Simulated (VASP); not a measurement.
Input:

```xyz
4
Lattice="2.6138 0.0000 0.0000 -1.3069 2.2636 0.0000 0.0000 0.0000 6.4648" Properties=species:S:1:pos:R:3 pbc="T T T"
Cu     0.0000     0.0000     0.0000
Cu     0.0000     0.0000     3.2324
F      0.0000     1.5091     1.6162
F      1.3069     0.7545     4.8486
```

Calculation: PBEsol GGA, VASP's PBE PAW potentials (set 64) (plane waves; VASP). Run with 620 eV cut-off, 13×13×5 Γ-centred mesh, first-order Methfessel-Paxton smearing of 0.10 eV, potentials Cu F.

Energy and stress use the plane-wave basis of the starting cell.

### Question
The ions, cell shape and volume at an external pressure of 20.0 GPa are relaxed. Give the cell that the relaxation ends in.

### Answer

```xyz
4
Lattice="2.5485 0.0000 0.0000 -1.2742 2.2070 0.0000 0.0000 0.0000 6.4284" Properties=species:S:1:pos:R:3 pbc="T T T"
Cu     0.0000     0.0000     0.0000
Cu     0.0000     0.0000     3.2142
F      0.0000     1.4714     1.6071
F      1.2742     0.7357     4.8213
```
Space group P6_3/mmc (194), at a tolerance of 0.03 Å.

### Question
How do energy and volume change from the first to the last step?

### Answer
The energy (σ→0) changes by +48.4 meV/atom and the volume by -5.5 %, in 9 ionic steps.

The structure was generated: CuF was put into the NiAs type type (P6_3/mmc), which need not be its known phase. This run relaxes it under an external pressure of 20 GPa. Symmetry was kept, so distortions that lower it aren't found.
